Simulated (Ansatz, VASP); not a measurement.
## Ag (Silver): VASP beside Ansatz

Aim: how closely do two programs agree when they are given the same cell, functional and k mesh? The cell is taken from a series of VASP runs on this material, whose earlier steps may have relaxed, scaled or displaced it; both programs get it as it stands.

Program: Ansatz 0.2.0. Level of theory: plane waves, with VASP 6.6.1 beside it; relaxation of cell and atoms at PBEsol with D3(BJ). Results are calculated unless marked as measured.

### Step 1. Starting point

Symmetry: Fm-3m, No. 225, cubic system. The conventional cell has a = 3.993 Å, b = 3.993 Å, c = 3.993 Å, α = 90.00°, β = 90.00°, γ = 90.00°. Ag has 12 Ag at 2.82 Å nearest.

Coordinates:

```cif
data_structure
_symmetry_space_group_name_H-M 'Fm-3m'
_symmetry_Int_Tables_number 225
_cell_length_a 3.9929
_cell_length_b 3.9929
_cell_length_c 3.9929
_cell_angle_alpha 90.000
_cell_angle_beta 90.000
_cell_angle_gamma 90.000
_cell_volume 63.66
loop_
_atom_site_label
_atom_site_type_symbol
_atom_site_symmetry_multiplicity
_atom_site_Wyckoff_symbol
_atom_site_fract_x
_atom_site_fract_y
_atom_site_fract_z
_atom_site_occupancy
Ag1 Ag 4 a 0.00000 0.00000 0.00000 1
```

### Step 2. Ansatz: relaxation of cell and atoms, PBEsol with D3(BJ)

Ansatz runs on its default PAW (the set named soft_2) files.

The relaxed volume is the usual yardstick between codes: its relative difference is about their pressure difference at one cell divided by the bulk modulus.

input.yaml

```yaml
crystal:
  lattice:
    - [0.0, 1.9964725786, 1.9964725786]
    - [1.9964725786, 0.0, 1.9964725786]
    - [1.9964725786, 1.9964725786, 0.0]
  atoms:
    - { symbol: Ag, position: [0.0, 0.0, 0.0] }
hamiltonian:
  xc: pbesol
  pseudopotentials: { kind: paw }
  dispersion: d3bj
kpoints:
  mp_grid: { grid: [12, 12, 12] }
scf:
  occupations: { method: methfessel_paxton, width: 0.1 }
relax:
  f_tol: 0.01
  max_steps: 60
  cell: { stress_tol: 0.05 }
output:
  forces: true
  stress: true
```

On the command line:

```
ansatz run input.yaml --threads 4 --pin off --max-ram 9216MiB --backend cpu --events-out ev --progress --plain --runs-dir out
```

Numbers of over 12 decimals in the logs are rounded to 6 here.

The log of the run:

```text
Engine: ansatz 0.2.0, aarch64-unknown-linux-gnu
Pseudopotentials: kind: paw
Pseudopotential: Ag, paw, valence charge 19, recommended cutoff 420 eV (normal), Ag.paw.azcp
Functional definition: PBEsol
  exchange = pbesol_x
  correlation = pbesol_c
Crystal: 1 atoms, lattice volume = 15.915 Å³
Basis set: ecut = 420 eV, 331 PW (Γ), exchange–correlation on 40×40×40 points (8 copies of the dense FFT grid, shifted against one another)
Bands: 14, of which v1, the nominal top of the filled ones, is band 10 counted from 1 (9 counted from 0)
Symmetry: 48 space group operations
Space group: Fm-3m (ITA 225), of the structure as read, at distance tolerance 2.5e-5 Å
k-points: 72 of 1728
Non-local potential: Ag, projectors of the file, l = 0: 3, l = 1: 2, l = 2: 2, l = 3: 1
PAW form: soft (Blöchl's): semilocal exchange-correlation on the pseudo side does not see the compensation charge
PAW frozen core: Ag, regenerated for the run's functional, and the local potential with it (the file was generated under x = pbe(κ = 0.804, μ = 0.219515), c = pbe(β = 0.066725))
PAW one-centre angular grid: Ag, 590 points (default); XC on 64 Gauss nodes
Initial density: superposition of atomic densities (neutral atoms: chi_scale 0, normalization atom), corrected by the library's trained network
Initial wavefunctions: pseudopotential atomic-orbital guess
Functional: x = pbesol(κ = 0.804, μ = 0.123457), c = pbesol(β = 0.046)
SCF iter   1: F=—  HF=-7522.818343 eV  |F-HF|=—  |Δ(HF+E_count)|=         —  Δρ=1.02e-2  dr2=1.52e-2  ethr=1.77e-3  ⟨swp⟩=4.5  Hψ=4990  notcnv=0
preconditioner: auto → none  [metal: Δε(μ)=0.055 eV  Ē_g=16.827 eV  σ=0.100 eV  W_gap=0.43  n_scr=8 (ndim 8)  ℏωp=30.9 eV  f_vac=0.000  D(μ)=0.32/eV (n_scr^D=0)  sad-step TF]
SCF iter   2: F=—  HF=-7522.813786 eV  |F-HF|=—  |Δ(HF+E_count)|=   4.56e-3  S|Δr|=    0.00e0  Δρ=3.05e-3  dr2=1.43e-3  ethr=7.99e-5  ⟨swp⟩=1.4  Hψ=1669  notcnv=0
SCF iter   3: F=—  HF=-7522.813369 eV  |F-HF|=—  |Δ(HF+E_count)|=   4.17e-4  S|Δr|=    0.00e0  Δρ=9.24e-4  dr2=4.64e-5  ethr=7.55e-6  ⟨swp⟩=2.1  Hψ=1321  notcnv=0
SCF iter   4: F=—  HF=-7522.813368 eV  |F-HF|=—  |Δ(HF+E_count)|=   7.58e-7  S|Δr|=    0.00e0  Δρ=1.23e-4  dr2=7.06e-7  ethr=2.44e-7  ⟨swp⟩=2.0  Hψ=1597  notcnv=0
SCF iter   5: F=-7522.813369 eV  HF=-7522.813369 eV  |F-HF|=2.50e-8  |Δ(HF+E_count)|=   4.60e-7  S|Δr|=    0.00e0  Δρ=1.64e-5  dr2=3.44e-8  ethr=5.26e-10  ⟨swp⟩=4.0  Hψ=3206  notcnv=0
SCF 1 converged in 5 iterations: F = -7522.813369 eV  dr2 = 3.44e-8
  greatest PAW one-centre occupation: 1.001 electrons in one spin orbital (limit 2), on the Ag atom at site 0 (counted from 0), in its partial waves of l = 0
relax step   1: F+E_penalty+E_count = -7522.81336862 eV  Δ(F+E_penalty+E_count) = +0.000e0 eV  max|allowed force component| = 0.000e0 eV/Å  Δτ_max = 0.0000 Å  P = +0.122 GPa  Ω = 15.915 Å³  (5 SCF iters, dr2 threshold 1.00e-7 eV, accepted)
[...]
relax step   2: F+E_penalty+E_count = -7522.81336398 eV  Δ(F+E_penalty+E_count) = +4.639e-6 eV  max|allowed force component| = 0.000e0 eV/Å  Δτ_max = 0.0000 Å  P = -0.085 GPa  Ω = 15.940 Å³  energy of the carried Pulay correction = -7.366e-6 eV  (4 SCF iters, dr2 threshold 3.72e-8 eV, accepted)
[...]
relax step   3: F+E_penalty+E_count = -7522.81336967 eV  Δ(F+E_penalty+E_count) = -5.691e-6 eV  max|allowed force component| = 0.000e0 eV/Å  Δτ_max = 0.0000 Å  P = -0.000 GPa  Ω = 15.930 Å³  energy of the carried Pulay correction = -4.329e-6 eV  (3 SCF iters, dr2 threshold 1.83e-8 eV, accepted)
[...]
relax step   4: F+E_penalty+E_count = -7522.81337639 eV  Δ(F+E_penalty+E_count) = -6.718e-6 eV  max|allowed force component| = 0.000e0 eV/Å  Δτ_max = 0.0000 Å  P = -0.001 GPa  Ω = 15.930 Å³  stress off target by 9.17e-4 GPa  SCF on the basis re-selected at this cell (its energy is not comparable with the rows above)  (4 SCF iters)
basis re-selected at this cell: Δ(F+E_penalty+E_count) = -6.718e-6 eV, ΔP = -0.001 GPa vs the last step (what re-selecting the basis moved, of the pressure what is left beyond the Pulay correction that the steps carried, after the strain that the cell walked since its last selection, with what the two solves' SCF thresholds leave and, on support functions, any second-order correction that the steps lacked; it is no measure of the basis error at this ecutwfc). This SCF's stress stands 9.17e-4 GPa from its target on what of the cell is left free (relax.cell.stress_tol is 5.00e-2 GPa) and its largest allowed force component is 0.00e0 eV/Å (relax.f_tol is 1.00e-2 eV/Å): [rest of the remark cut]
SCF converged after 4 iterations
Stability not checked: this state was not tested for a lower state beside it, because cold or Methfessel-Paxton smearing, or corrected tetrahedra, fill the levels in a way that the test cannot read (fill_not_monotonic; see scf.lower_state_search)
Free energy (F): -7522.813376 eV
Harris-Foulkes:  -7522.813376 eV  (|F-HF|=1.82e-12)
Internal energy: -7522.813332 eV  (E = F + TS)
E sigma→0 (E₀):  -7522.813365 eV
Entropy (-TS):   -0.000045 eV (-0.045 meV/atom)
Fermi energy:    18.660899 eV
--- Per-component energies (eV) ---
  E_band       = -210.174368
  E_kinetic    = 528.211423
  E_local      = -2087.058060  (includes V_loc(G=0)·N_el)
  E_nonlocal   = 82.252694
  E_hartree    = 956.189526
  E_xc         = -184.288590
  E_vxc        = -235.185360  (∫ρ·V_xc dr)
  E_paw        = -3834.308607  (= ΣΔE_a)
  E_vpaw       = -410.774381  (= ΣTr[D̂ρ^β])
  E_aug_tail   = 0.000280  (compensation charges beyond the density's cutoff)
  E_ewald      = -2983.550053
  E_disp       = -0.584686  (pairwise vdW)
  E_core_change = 0.322739  (= ΣΔE_core)
  E_smearing   = -0.000045  (= −TS)
  E_closure    = -0.000000  (closes the sum)
  Σ components = -7522.813376   (vs F -7522.813376, Δ=0.00e0)
--- Forces (eV/Å), atoms counted from 1 ---
  atom   1  Ag     0.00000000     0.00000000    -0.00000000
  max |Σ_I F_I| component: 1.03e-32 eV/Å
--- Stress (GPa, compression-positive) ---
       -0.000917      -0.000000      -0.000000
       -0.000000      -0.000917      -0.000000
       -0.000000      -0.000000      -0.000917
  P = ⅓ Tr σ = -0.0009 GPa (-0.009 kbar)
--- Relaxed structure (3 steps of the walk, 3 accepted, 1 SCFs on fresh bases) ---
  F+E_penalty+E_count = -7522.81337639 eV   max|allowed force component| = 0.000e0 eV/Å   (the final SCF, on the basis selected at the relaxed cell)
  cell:  # Å, volume = 15.9296 Å³
    - [0, 1.997064, 1.997064]
    - [1.997064, 0, 1.997064]
    - [1.997064, 1.997064, 0]
  atoms:
    - { symbol: Ag, position: [0.0, 0.0, 0.0] }
```

It took 1.4 s on 4 threads of Arm Neoverse V1, shared host; peak memory 0.28 GiB.

### Step 3. VASP: relaxation of cell and atoms, PBEsol with D3(BJ)

The same cell, functional, mesh and smearing now go to VASP, with its own data sets and cutoff.

Lines of VASP's logs that name or quote its potential files are left out, and so is its time.

INCAR

```
SYSTEM = Ag
PREC = Accurate
ENCUT = 450
EDIFF = 1E-06
NELM = 100
ISMEAR = 1
SIGMA = 0.1
LREAL = .FALSE.
ALGO = Normal
GGA = PS
IVDW = 12
NBANDS = 11
LORBIT = 11
LWAVE = .FALSE.
LCHARG = .FALSE.
KPAR = 2
IBRION = 2
NSW = 50
ISIF = 3
EDIFFG = -0.01
```

POSCAR

```
Ag
1.0
    0.0000000000      1.9964725786      1.9964725786
    1.9964725786      0.0000000000      1.9964725786
    1.9964725786      1.9964725786      0.0000000000
Ag
1
Direct
    0.0000000000      0.0000000000      0.0000000000
```

KPOINTS

```
Automatic mesh
0
Gamma
12 12 12
0 0 0
```

The projector-augmented-wave data sets are Ag (PBE family, release 64).

On the command line:

```
mpirun -np 2 vasp_std
```

The log of the run:

```text
[banner, memory and clock lines left out]
running    2 mpi-ranks, on    1 nodes
 distrk:  each k-point on    1 cores,    2 groups
 distr:  one band on    1 cores,    1 groups

 POSCAR found type information on POSCAR Ag
 POSCAR found :  1 types and       1 ions
|                                                                             |
|               ----> ADVICE to this user running VASP <----                  |
|                                                                             |
|     You enforced a specific xc type in the INCAR file but a different       |
|     [... a line on the potential file left out ...]
|     I HOPE YOU KNOW WHAT YOU ARE DOING!                                     |
|                                                                             |

 LDA part: xc-table for (Slater+PW92), standard interpolation
 POSCAR, INCAR and KPOINTS ok, starting setup
 FFT: planning ... GRIDC
 FFT: planning ... GRID_SOFT
 FFT: planning ... GRID
 WAVECAR not read
 entering main loop
       N       E                     dE             d eps       ncg     rms          rms(c)
DAV:   1     0.454804337525E+02    0.45480E+02   -0.51171E+03  1608   0.807E+02
DAV:   2    -0.305609950721E+01   -0.48537E+02   -0.46363E+02  1773   0.191E+02
DAV:   3    -0.366369773540E+01   -0.60760E+00   -0.60746E+00  1802   0.228E+01
DAV:   4    -0.366530340808E+01   -0.16057E-02   -0.16056E-02  1731   0.126E+00
DAV:   5    -0.366531499135E+01   -0.11583E-04   -0.11583E-04  1791   0.965E-02    0.666E+00
DAV:   6    -0.330865413747E+01    0.35666E+00   -0.14272E+00  1704   0.114E+01    0.390E+00
DAV:   7    -0.329497070196E+01    0.13683E-01   -0.17435E-02  1785   0.125E+00    0.215E+00
DAV:   8    -0.329022369830E+01    0.47470E-02   -0.83986E-04  1728   0.243E-01    0.129E-01
DAV:   9    -0.329023002352E+01   -0.63252E-05   -0.77947E-06  1752   0.248E-02    0.118E-02
DAV:  10    -0.329023355141E+01   -0.35279E-05   -0.20320E-06  1769   0.123E-02    0.875E-03
DAV:  11    -0.329023328379E+01    0.26762E-06   -0.52987E-08   909   0.197E-03
   1 F= -.38752861E+01 E0= -.38752779E+01  d E =-.387529E+01
 curvature:   0.00 expect dE= 0.000E+00 dE for cont linesearch  0.000E+00
 trial: gam= 0.00000 g(F)=  0.000E+00 g(S)=  0.518E-05 ort = 0.000E+00 (trialstep = 0.100E+01)
 search vector abs. value=  0.518E-05
 reached required accuracy - stopping structural energy minimisation
```

Parts of OUTCAR (step 3):

```text
ion  position               nearest neighbor table
   1  0.000  0.000  0.000-

  LATTYP: Found a face centered cubic cell.
 ALAT       =     3.9929451572

 Subroutine GETGRP returns: Found 48 space group operations
 (whereof 48 operations were pure point group operations)

The static configuration has the point symmetry O_h .

 Found     72 irreducible k-points:

   k-points           NKPTS =     72   k-points in BZ     NKDIM =     72   number of bands    NBANDS=     11

   dimension x,y,z NGX =    20 NGY =   20 NGZ =   20
   dimension x,y,z NGXF=    40 NGYF=   40 NGZF=   40

   ENCUT  =  450.0 eV  33.07 Ry    5.75 a.u.   4.88  4.88  4.88*2*pi/ulx,y,z

   NELECT =      11.0000    total number of electrons

 k-points in reciprocal lattice and weights: Automatic mesh
   0.00000000  0.00000000  0.00000000       0.001
   0.08333333  0.00000000  0.00000000       0.005
   0.16666667  0.00000000  0.00000000       0.005
   0.25000000  0.00000000  0.00000000       0.005
   0.33333333  0.00000000  0.00000000       0.005
   0.41666667  0.00000000  0.00000000       0.005
   0.50000000  0.00000000  0.00000000       0.002
   0.08333333  0.08333333  0.00000000       0.003
   0.16666667  0.08333333  0.00000000       0.014
[...]
-0.33333333  0.50000000  0.16666667       0.007
  -0.25000000  0.50000000  0.25000000       0.003

 average (electrostatic) potential at core
       1 -69.9260

 E-fermi :   9.1125

 k-point     1 :       0.0000    0.0000    0.0000
  band No.  band energies     occupation
    ...
      2       4.1894      2.00000
      3       4.1894      2.00000
      4       4.1894      2.00000
      5       5.3725      2.00000
      6       5.3725      2.00000
      7      25.3425      0.00000
      8      29.3261      0.00000
      9      29.3261      0.00000
     10      29.3261      0.00000
     11      34.3282      0.00000

 k-point     2 :       0.0833    0.0000    0.0000
  band No.  band energies     occupation
    ...
      2       4.1332      2.00000
      3       4.2549      2.00000
      4       4.2549      2.00000
      5       5.3475      2.00000
      6       5.3475      2.00000
      7      25.4082      0.00000
      8      27.7176      0.00000
      9      29.4662      0.00000
     10      29.4662      0.00000
     11      34.2729      0.00000

 k-point     3 :       0.1667    0.0000    0.0000
  band No.  band energies     occupation
    ...
      2       4.0585      2.00000
      3       4.3870      2.00000
      4       4.3870      2.00000
      5       5.3379      2.00000
      6       5.3379      2.00000
      7      24.0185      0.00000
      8      26.3614      0.00000
      9      29.7550      0.00000
     10      29.7550      0.00000
     11      32.9072      0.00000

 Edisp (eV)   -0.58505

  Total      -0.00598    -0.00598    -0.00598     0.00000     0.00000    -0.00000
  in kB      -0.60228    -0.60228    -0.60228     0.00000     0.00000    -0.00000
  external pressure =       -0.60 kB  Pullay stress =        0.00 kB

  energy-cutoff  :      450.00
  volume of cell :       15.92
      direct lattice vectors                 reciprocal lattice vectors
     0.000000000  1.996472579  1.996472579    -0.250441707  0.250441707  0.250441707
     1.996472579  0.000000000  1.996472579     0.250441707 -0.250441707  0.250441707
     1.996472579  1.996472579  0.000000000     0.250441707  0.250441707 -0.250441707

 POSITION                                       TOTAL-FORCE (eV/Angst)
 -----------------------------------------------------------------------------------
      0.00000      0.00000      0.00000         0.000000      0.000000      0.000000
 -----------------------------------------------------------------------------------
    total drift:                                0.000000      0.000000      0.000000

  FREE ENERGIE OF THE ION-ELECTRON SYSTEM (eV)
  ---------------------------------------------------
  free  energy   TOTEN  =        -3.8752860885 eV

  energy  without entropy=       -3.8752615859  energy(sigma->0) =       -3.87527792

 reached required accuracy - stopping structural energy minimisation

 total charge
# of ion       s       p       d       tot
------------------------------------------
    1        0.439   0.351   9.151   9.941

[... 3 further parts left out ...]
```

CONTCAR:

```
Ag
   1.00000000000000
     0.0000000000000000    1.9964725785999999    1.9964725785999999
     1.9964725785999999    0.0000000000000000    1.9964725785999999
     1.9964725785999999    1.9964725785999999    0.0000000000000000
  Ag
     1
Direct
     0.0000000000000000    0.0000000000000000    0.0000000000000000
```

### Step 4. Differences

Known differences besides the potentials themselves: both relaxations stop at a tolerance, which leaves soft axes loose, and VASP keeps its plane-wave basis; the data sets hold 19 valence electrons in Ansatz (default PAW (the set named soft_2) files) and 11 in VASP; the cutoff is 420 eV in Ansatz and 450 eV in VASP; Ansatz makes its cores anew for this functional, VASP keeps those of its PBE data sets; VASP leaves aspherical gradient terms in its spheres out (LASPH is not set), Ansatz keeps them; Ansatz adds a Pulay correction to the stress that steers its cell, VASP none. Total energies have different zeros and are not compared.

The two programs side by side:

```
                                         quantity  Ansatz   VASP  difference
                                      volume (Å³)   15.93  15.92     +0.09 %
edge a after relaxation, in the typed setting (Å)   2.824  2.823     +0.03 %
```

The walks stopped with 0.00 GPa left in Ansatz and -0.06 GPa in VASP; each walk ends within a tolerance, so the volume difference is uncertain by about these residues over the bulk modulus, most in soft cells.

### Step 5. What came out

```
difference in volume (relaxation of cell and atoms, PBEsol with D3(BJ)) : 0.089 %
```

The difference in volume is 0.089 % (relaxation of cell and atoms, PBEsol with D3(BJ)), within the 1.2 % picked in this series as the mark of a large difference, as far as the stopping tolerances let one tell. Such differences can come from data sets, numerical settings and the points named under the comparisons, not from the functional's error against experiment.

[Lines on the potential files, build, host, timing and source positions are cut from VASP's logs without a mark.]

[Logs are printed without paths, hosts, clocks, repeated set-up lines and the standing remarks that a program may print on its own settings, such as how far it seeks lower states.]

[Hosts, paths, dates, database ids (printed as entryN), source tags and the programs' standing remarks are cut or masked in the printed files.]
